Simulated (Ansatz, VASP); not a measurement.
# CaMgSi7B14O37 (glassy 44SiO2-44B2O3-6MgO-6CaO (mol %)): VASP beside Ansatz

Wanted: the spread between two codes on one cell, functional and k mesh. Of the first pair: The structure shown is the start of the Ansatz relaxation below; VASP solves that cell, so the two are compared at the walk's first step.

Main program and level: Ansatz 0.2.0; plane waves, with VASP 6.6.1 beside it; single point at PBE.

### Step 1. Set-up

The cell holds 120 atoms: 14 Si, 28 B, 2 Mg, 2 Ca and 74 O. Cell: a = 11.187 Å, b = 11.187 Å, c = 11.187 Å, α = 90.0°, β = 90.0°, γ = 90.0°. As first built, before any earlier steps moved the atoms (in the runner's words): 120 atoms (14 Si, 28 B, 2 Mg, 2 Ca, 74 O) placed at random at 2.14 g/cm^3, melted at 3000 K for 20 ps at fixed volume with the Buckingham and Coulomb pair potential of Guillot and Sator (Geochim. Cosmochim. Acta 71, 1249 (2007)) with the boron terms of Wang et al. (J. Non-Cryst. Solids 498, 294 (2018)). Quenched from 3000 K to 300 K at 50 K/ps and fixed volume, held 10 ps at zero pressure.

### Step 2. Ansatz: relaxation, PBE

Ansatz runs on its default PAW (the set named soft_2) files.

The two programs are compared at the cell with which this relaxation starts, whose forces are those of its first step.

The input, input.yaml:

```yaml
crystal:
  lattice:
    - [11.18726, 0.0, 0.0]
    - [0.0, 11.18726, 0.0]
    - [0.0, 0.0, 11.18726]
  atoms:
    - { symbol: Si, position: [0.52015, 0.68181, 0.68457] }
    - { symbol: Si, position: [0.49743, 0.42039, 0.40462] }
    - { symbol: Si, position: [0.29589, 0.6967, 0.54958] }
    - { symbol: Si, position: [0.67004, 0.86586, 0.36714] }
    - { symbol: Si, position: [0.11735, 0.06368, 0.97762] }
    - { symbol: Si, position: [0.32259, 0.09362, 0.3728] }
    - { symbol: Si, position: [0.08374, 0.28, 0.64572] }
    - { symbol: Si, position: [0.25372, 0.41482, 0.82174] }
    - { symbol: Si, position: [0.77727, 0.41172, 0.3833] }
    - { symbol: Si, position: [0.21139, 0.4762, 0.22508] }
    - { symbol: Si, position: [0.78782, 0.9812, 0.58132] }
    - { symbol: Si, position: [0.65504, 0.00968, 0.13395] }
    - { symbol: Si, position: [0.62908, 0.47899, 0.98099] }
    - { symbol: Si, position: [0.80206, 0.54123, 0.79445] }
    - { symbol: B, position: [0.87859, 0.12605, 0.01609] }
    - { symbol: B, position: [0.39399, 0.36653, 0.02609] }
    - { symbol: B, position: [0.67221, 0.1861, 0.67041] }
    - { symbol: B, position: [0.29501, 0.04265, 0.80139] }
    - { symbol: B, position: [0.10537, 0.62034, 0.78451] }
    - { symbol: B, position: [0.02577, 0.0278, 0.60855] }
    - { symbol: B, position: [0.79009, 0.54089, 0.16501] }
    - { symbol: B, position: [0.71109, 0.2471, 0.90526] }
    - { symbol: B, position: [0.50037, 0.67134, 0.34169] }
    - { symbol: B, position: [0.91364, 0.76223, 0.35316] }
    - { symbol: B, position: [0.02364, 0.74024, 0.9627] }
    - { symbol: B, position: [0.80251, 0.20072, 0.2221] }
    - { symbol: B, position: [0.16944, 0.86402, 0.68889] }
    - { symbol: B, position: [0.39711, 0.46402, 0.61498] }
    - { symbol: B, position: [0.20029, 0.31275, 0.41656] }
    - { symbol: B, position: [0.8154, 0.87262, 0.9651] }
[... 84 atom lines left out ...]
    - { symbol: O, position: [0.80129, 0.29753, 0.30072] }
    - { symbol: O, position: [0.7594, 0.93355, 0.05823] }
    - { symbol: O, position: [0.28802, 0.37931, 0.95979] }
    - { symbol: O, position: [0.43033, 0.37806, 0.52421] }
    - { symbol: O, position: [0.75893, 0.85408, 0.8547] }
    - { symbol: O, position: [0.91818, 0.03279, 0.54233] }
kpoints:
  mp_grid: { grid: [1, 1, 1] }
hamiltonian:
  xc: pbe
scf:
  occupations: { method: gaussian, width: 0.025 }
output:
  forces: true
relax:
  f_tol: 0.05
  max_steps: 150
  cell: {}
```

Launch:

```
$ ansatz run input.yaml --threads 4 --pin off --max-ram 8192MiB --backend cpu --events-out ev --progress --plain --runs-dir out
```

Numbers of over 12 decimals in the logs are rounded to 6 here.

Log:

```text
Engine: ansatz 0.2.0, x86_64-unknown-linux-gnu
Pseudopotentials: kind: paw
Pseudopotential: Si, paw, valence charge 4, recommended cutoff 420 eV (normal), Si.paw.azcp
Pseudopotential: B, paw, valence charge 3, recommended cutoff 420 eV (normal), B.paw.azcp
Pseudopotential: Mg, paw, valence charge 10, recommended cutoff 420 eV (normal), Mg.paw.azcp
Pseudopotential: Ca, paw, valence charge 10, recommended cutoff 420 eV (normal), Ca.paw.azcp
Pseudopotential: O, paw, valence charge 6, recommended cutoff 420 eV (normal), O.paw.azcp
Functional definition: PBE
  parameter kappa = 0.804
  parameter beta = 0.066725
  exchange = pbe_x(kappa = kappa, mu = beta*pi^2/3)
  correlation = pbe_c(beta = beta)
Crystal: 120 atoms, lattice volume = 1400.139 Å³
Basis set: ecut = 420 eV, 27369 PW (Γ), exchange–correlation on 150×150×150 points (8 copies of the dense FFT grid, shifted against one another)
Bands: 432, of which v1, the nominal top of the filled ones, is band 312 counted from 1 (311 counted from 0)
Symmetry: 1 space group operations
Space group: P1 (ITA 1), of the structure as read, at distance tolerance 1.1e-4 Å
k-points: 1
Non-local potential: Si, projectors of the file, l = 0: 2, l = 1: 2, l = 2: 2
Non-local potential: B, projectors of the file, l = 0: 2, l = 1: 2, l = 2: 1
Non-local potential: Mg, projectors of the file, l = 0: 3, l = 1: 2, l = 2: 1
Non-local potential: Ca, projectors of the file, l = 0: 3, l = 1: 2, l = 2: 2
Non-local potential: O, projectors of the file, l = 0: 2, l = 1: 2, l = 2: 1
PAW form: soft (Blöchl's): semilocal exchange-correlation on the pseudo side does not see the compensation charge
PAW one-centre angular grid: Si, 110 points (default); XC on 64 Gauss nodes
PAW one-centre angular grid: B, 110 points (default); XC on 64 Gauss nodes
PAW one-centre angular grid: Mg, 110 points (default); XC on 64 Gauss nodes
PAW one-centre angular grid: Ca, 110 points (default); XC on 64 Gauss nodes
PAW one-centre angular grid: O, 110 points (default); XC on 64 Gauss nodes
Initial density: superposition of atomic densities (neutral atoms: chi_scale 0, normalization atom), corrected by the library's trained network
Initial wavefunctions: pseudopotential atomic-orbital guess
Functional: x = pbe(κ = 0.804, μ = 0.219515), c = pbe(β = 0.066725)
SCF iter   1: F=—  HF=-62846.196717 eV  |F-HF|=—  |Δ(HF+E_count)|=         —  Δρ=3.46e-3  dr2=2.17e-1  ethr=1.77e-3  ⟨swp⟩=7.0  Hψ=2110  notcnv=0  defer=75
preconditioner: auto → Resta (q_TF=auto, 2.384 Å⁻¹)  ε∞=3.2  [insulator: Δε(μ)=3.932 eV  Ē_g=16.486 eV  σ=0.025 eV  W_gap=1.00  n_scr=340 (ndim 8)  ℏωp=24.4 eV  f_vac=0.155  D(μ)=0.00/eV (n_scr^D=0)  ε∞_Penn≈3.2]
SCF iter   2: F=—  HF=-62846.176078 eV  |F-HF|=—  |Δ(HF+E_count)|=   2.06e-2  Δρ=1.74e-3  dr2=4.97e-2  ethr=3.47e-5  ⟨swp⟩=2.0  Hψ=724  notcnv=0  defer=116
SCF iter   3: F=—  HF=-62846.173028 eV  |F-HF|=—  |Δ(HF+E_count)|=   3.05e-3  Δρ=7.36e-4  dr2=1.16e-2  ethr=7.96e-6  ⟨swp⟩=2.0  Hψ=543  notcnv=0  defer=116
SCF iter   4: F=—  HF=-62846.171141 eV  |F-HF|=—  |Δ(HF+E_count)|=   1.89e-3  Δρ=2.29e-4  dr2=1.09e-3  ethr=1.85e-6  ⟨swp⟩=2.0  Hψ=541  notcnv=0  defer=116
SCF iter   5: F=—  HF=-62846.171088 eV  |F-HF|=—  |Δ(HF+E_count)|=   5.24e-5  Δρ=1.21e-4  dr2=1.87e-4  ethr=1.75e-7  ⟨swp⟩=2.0  Hψ=602  notcnv=0  defer=116
SCF iter   6: F=—  HF=-62846.171100 eV  |F-HF|=—  |Δ(HF+E_count)|=   1.21e-5  Δρ=4.68e-5  dr2=2.67e-5  ethr=2.99e-8  ⟨swp⟩=2.0  Hψ=617  notcnv=0  defer=116
SCF iter   7: F=—  HF=-62846.169009 eV  |F-HF|=—  |Δ(HF+E_count)|=   2.09e-3  Δρ=1.75e-5  dr2=4.28e-6  ethr=4.29e-9  ⟨swp⟩=2.0  Hψ=744  notcnv=0  defer=116
SCF iter   8: F=—  HF=-62846.169011 eV  |F-HF|=—  |Δ(HF+E_count)|=   1.87e-6  Δρ=7.14e-6  dr2=6.61e-7  ethr=6.86e-10  ⟨swp⟩=2.0  Hψ=554  notcnv=0  defer=116
SCF iter   9: F=-62846.169011 eV  HF=-62846.169011 eV  |F-HF|=2.78e-8  |Δ(HF+E_count)|=   1.27e-7  Δρ=2.47e-6  dr2=8.41e-8  ethr=1.60e-11  ⟨swp⟩=3.0  Hψ=1660  notcnv=0
SCF 1 converged in 9 iterations: F = -62846.169011 eV  dr2 = 8.41e-8
  greatest PAW one-centre occupation: 1.000 electrons in one spin orbital (limit 2), on the Mg atom at site 42 (counted from 0), in its partial waves of l = 0
relax step   1: F+E_penalty+E_count = -62846.16901087 eV  Δ(F+E_penalty+E_count) = +0.000e0 eV  max|allowed force component| = 4.746e0 eV/Å  Δτ_max = 0.0000 Å  P = -3.248 GPa  Ω = 1400.139 Å³  (9 SCF iters, dr2 threshold 1.00e-7 eV, accepted)
Crystal: 120 atoms, lattice volume = 1400.619 Å³
Basis set: ecut = 420 eV, 27399 PW (Γ), exchange–correlation on 150×150×150 points (8 copies of the dense FFT grid, shifted against one another)
Initial density: handed on by an earlier stage of this run
Initial wavefunctions: those handed on with the density
iter 1 solved again at ethr=2.55e-4 eV; its pass at ethr=3.10e-3 eV (dr2=1.59e0 eV) is discarded
[...]
- { symbol: Si, position: [0.792975, 0.529662, 0.792869] }
    - { symbol: B, position: [0.909290, 0.133026, -0.00732933] }
    - { symbol: B, position: [0.407524, 0.347540, -0.00428537] }
    - { symbol: B, position: [0.664060, 0.181800, 0.681509] }
    - { symbol: B, position: [0.315814, 0.030012, 0.811165] }
    - { symbol: B, position: [0.093480, 0.604478, 0.779338] }
    - { symbol: B, position: [0.00718038, 0.030516, 0.626236] }
    - { symbol: B, position: [0.797865, 0.489302, 0.164868] }
    - { symbol: B, position: [0.734604, 0.229624, 0.898079] }
    - { symbol: B, position: [0.521634, 0.688266, 0.327644] }
    - { symbol: B, position: [0.900635, 0.746798, 0.353496] }
    - { symbol: B, position: [0.011570, 0.729678, 0.962864] }
    - { symbol: B, position: [0.798450, 0.183089, 0.181770] }
    - { symbol: B, position: [0.173113, 0.891895, 0.672502] }
    - { symbol: B, position: [0.393091, 0.499218, 0.593282] }
    - { symbol: B, position: [0.167491, 0.315557, 0.421446] }
    - { symbol: B, position: [0.814130, 0.855897, 0.964734] }
    - { symbol: B, position: [0.258235, 0.932725, 0.138935] }
    - { symbol: B, position: [0.937431, 0.441365, 0.985483] }
    - { symbol: B, position: [0.439186, 0.927875, 0.00568705] }
    - { symbol: B, position: [0.113212, 0.327047, 0.059324] }
    - { symbol: B, position: [0.829848, 0.336534, 0.617307] }
    - { symbol: B, position: [0.378660, 0.645015, 0.163284] }
    - { symbol: B, position: [0.438807, 0.154043, 0.639701] }
    - { symbol: B, position: [0.426465, 0.270644, 0.210316] }
    - { symbol: B, position: [0.436507, 0.707544, 0.957334] }
    - { symbol: B, position: [0.032168, 0.676177, 0.186587] }
    - { symbol: B, position: [0.281485, 0.885540, 0.353274] }
    - { symbol: B, position: [0.744986, 0.770832, 0.751421] }
    - { symbol: Mg, position: [0.960369, 0.749140, 0.639772] }
    - { symbol: Mg, position: [0.599173, 0.381744, 0.610950] }
    - { symbol: Ca, position: [0.022025, 0.525249, 0.476028] }
    - { symbol: Ca, position: [0.562202, -0.053135, 0.810900] }
    - { symbol: O, position: [0.076104, 0.125809, 0.639790] }
    - { symbol: O, position: [0.381918, -0.048755, 0.889371] }
    - { symbol: O, position: [0.460961, 0.710910, 0.222644] }
    - { symbol: O, position: [0.085107, 0.592412, 0.262067] }
    - { symbol: O, position: [0.656966, 0.231160, 0.804748] }
    - { symbol: O, position: [0.933112, 0.307631, 0.683820] }
    - { symbol: O, position: [0.168826, 0.983763, 0.075011] }
    - { symbol: O, position: [0.819071, 0.145749, 0.908606] }
    - { symbol: O, position: [0.154922, 0.315758, 0.755780] }
    - { symbol: O, position: [0.311267, 0.569632, 0.230643] }
    - { symbol: O, position: [0.227569, 0.869749, 0.242877] }
    - { symbol: O, position: [0.624343, 0.753047, 0.717705] }
    - { symbol: O, position: [0.365545, 0.650017, 0.039760] }
    - { symbol: O, position: [0.365598, 0.162664, 0.539775] }
    - { symbol: O, position: [0.413550, 0.097250, 0.744969] }
    - { symbol: O, position: [0.895478, 0.482244, 0.095773] }
    - { symbol: O, position: [0.689074, 0.053631, 0.685229] }
    - { symbol: O, position: [0.766355, 0.442488, 0.676936] }
    - { symbol: O, position: [0.303118, 0.788832, 0.424165] }
    - { symbol: O, position: [0.492779, 0.808964, 0.981555] }
    - { symbol: O, position: [0.449293, 0.650507, 0.847272] }
    - { symbol: O, position: [0.469407, 0.376060, 0.253519] }
    - { symbol: O, position: [0.740712, 0.248922, 0.603839] }
    - { symbol: O, position: [0.676297, 0.525192, 0.877548] }
[...]
- { symbol: O, position: [1.009320, 0.088211, 0.945120] }
    - { symbol: O, position: [0.903997, 0.487880, 0.875756] }
    - { symbol: O, position: [0.803650, 0.257872, 0.281898] }
    - { symbol: O, position: [0.776084, 0.931135, 0.054484] }
    - { symbol: O, position: [0.316409, 0.365095, 0.917348] }
    - { symbol: O, position: [0.438631, 0.417381, 0.496650] }
    - { symbol: O, position: [0.741088, 0.835781, 0.867399] }
    - { symbol: O, position: [0.897974, 0.037917, 0.575451] }
```

### Step 3. VASP: single point, PBE, start cell, pair 1

The same cell, functional, mesh and smearing now go to VASP, with its own data sets.

Lines of VASP's logs that name or quote its potential files are left out, and so is its time.

The input, INCAR:

```
SYSTEM = CaMgSi7B14O37
PREC = Accurate
ENCUT = 520
EDIFF = 1E-06
NELM = 120
ISMEAR = 0
SIGMA = 0.025
LREAL = Auto
ALGO = Normal
GGA = PE
NBANDS = 400
LORBIT = 11
LWAVE = .FALSE.
LCHARG = .FALSE.
ISIF = 2
LASPH = .TRUE.
GGA_COMPAT = .FALSE.
EFERMI = MIDGAP
NCORE = 4
```

The input, POSCAR:

```
CaMgSi7B14O37
1.0
   11.1872600000      0.0000000000      0.0000000000
    0.0000000000     11.1872600000      0.0000000000
    0.0000000000      0.0000000000     11.1872600000
Si B Mg Ca O
14 28 2 2 74
Direct
    0.5201541754      0.6818112746      0.6845733450
    0.4974319002      0.4203889067      0.4046209706
    0.2958901465      0.6967032142      0.5495805050
    0.6700389550      0.8658599157      0.3671408370
    0.1173477688      0.0636795784      0.9776209724
    0.3225901606      0.0936243548      0.3727990589
    0.0837381092      0.2799970681      0.6457166455
    0.2537171747      0.4148200721      0.8217382987
    0.7772680710      0.4117183296      0.3833020775
    0.2113922444      0.4762023945      0.2250774542
    0.7878157833      0.9811964681      0.5813219680
    0.6550397506      0.0096806546      0.1339470076
    0.6290816518      0.4789912812      0.9809908771
    0.8020641337      0.5412317225      0.7944483278
    0.8785886803      0.1260541008      0.0160897306
    0.3939928097      0.3665330027      0.0260921799
    0.6722110687      0.1860956123      0.6704143821
    0.2950141500      0.0426467249      0.8013937282
    0.1053698582      0.6203395648      0.7845084498
    0.0257703852      0.0277994791      0.6085493678
    0.7900862231      0.5408920504      0.1650091265
    0.7110856456      0.2471025077      0.9052618782
    0.5003727454      0.6713440110      0.3416922464
    0.9136374769      0.7622331116      0.3531606488
    0.0236429653      0.7402438131      0.9627022166
    0.8025110706      0.2007193897      0.2221008540
    0.1694427411      0.8640185354      0.6888907561
    0.3971124297      0.4640188929      0.6149763213
    0.2002903303      0.3127486087      0.4165631263
    0.8154007326      0.8726176025      0.9650977987
[... 84 atom lines left out ...]
    0.8012864634      0.2975259358      0.3007170657
    0.7593995313      0.9335529880      0.0582269474
    0.2880240559      0.3793064611      0.9597881876
    0.4303287847      0.3780639763      0.5242123630
    0.7589257781      0.8540786573      0.8547043691
    0.9181783565      0.0327872955      0.5423311874
```

The input, KPOINTS:

```
Automatic mesh
0
Gamma
1 1 1
0 0 0
```

Potentials, in the order of the species: Si, B, Mg, Ca_sv and O (PBE family, release 64).

Launch:

```
$ mpirun -np 16 vasp_gam
```

Log:

```text
[banner, memory and clock lines left out]
running   16 mpi-ranks, on    1 nodes
[...]
LDA part: xc-table for (Slater+PW92), standard interpolation
 POSCAR, INCAR and KPOINTS ok, starting setup
[...]
entering main loop
       N       E                     dE             d eps       ncg     rms          rms(c)
DAV:   1     0.579155788899E+04    0.57916E+04   -0.36537E+05   808   0.151E+03
DAV:   2    -0.516189115470E+03   -0.63077E+04   -0.60519E+04   992   0.391E+02
DAV:   3    -0.101873628670E+04   -0.50255E+03   -0.49815E+03   960   0.117E+02
DAV:   4    -0.103087365106E+04   -0.12137E+02   -0.12084E+02   984   0.180E+01
[...]
DAV:  17    -0.929667700683E+03    0.55310E-06   -0.25302E-05  1056   0.149E-02    0.994E-03
DAV:  18    -0.929667703352E+03   -0.26698E-05   -0.17353E-05   880   0.106E-02    0.721E-03
DAV:  19    -0.929667703006E+03    0.34631E-06   -0.34617E-06   872   0.477E-03
   1 F= -.92966770E+03 E0= -.92966770E+03  d E =0.000000E+00
```

OUTCAR, selected parts (step 3):

```text
  FREE ENERGIE OF THE ION-ELECTRON SYSTEM (eV)
  ---------------------------------------------------
  free  energy   TOTEN  =      -929.6677030061 eV

  energy  without entropy=     -929.6677030061  energy(sigma->0) =     -929.66770301
```

The run ends at a pressure of -3.11 GPa, with forces up to 5.2 eV/Å.

### Step 4. Comparison

Known differences besides the potentials themselves: the data sets hold 624 valence electrons in Ansatz (on its default PAW (the set named soft_2) files) and 608 in VASP; the cutoff is 420 eV in Ansatz and 520 eV in VASP (PREC = Accurate, projectors in real space). Total energies have different zeros and are not compared.

Forces on 10 of the 120 atoms, those with the largest forces and the largest differences (eV/Å; atoms numbered as in POSCAR):

```csv
atom,"Ansatz x, y, z","VASP x, y, z"
Si7,"-2.483, -2.461, 0.730","-2.457, -2.476, 0.743"
B19,"0.798, -3.136, -0.531","0.833, -3.104, -0.520"
B21,"-0.030, -3.019, -1.946","0.001, -2.965, -1.922"
B24,"0.702, -0.936, 1.813","0.651, -0.899, 1.771"
B26,"-1.164, -0.238, -1.862","-1.144, -0.193, -1.791"
B27,"3.627, 2.767, 1.481","3.607, 2.726, 1.513"
B28,"-0.814, 2.847, 1.930","-0.837, 2.824, 1.946"
B31,"2.150, 2.998, -1.571","2.150, 2.952, -1.565"
B33,"-4.746, -2.084, -0.863","-4.746, -2.053, -0.838"
O73,"-0.705, -0.493, -0.104","-0.677, -0.492, -0.030"
```

The forces differ by 19 meV/Å r.m.s., which is 1.9 % of the r.m.s. force of 1.014 eV/Å (both taken over all components).

(Part 1 of 2 ends here.)

[Lines on the potential files, build, host, timing and source positions are cut from VASP's logs without a mark.]

[Logs are printed without paths, hosts, clocks, repeated set-up lines and the standing remarks that a program may print on its own settings, such as how far it seeks lower states.]

[Hosts, paths, dates, database ids (printed as entryN), source tags and the programs' standing remarks are cut or masked in the printed files.]
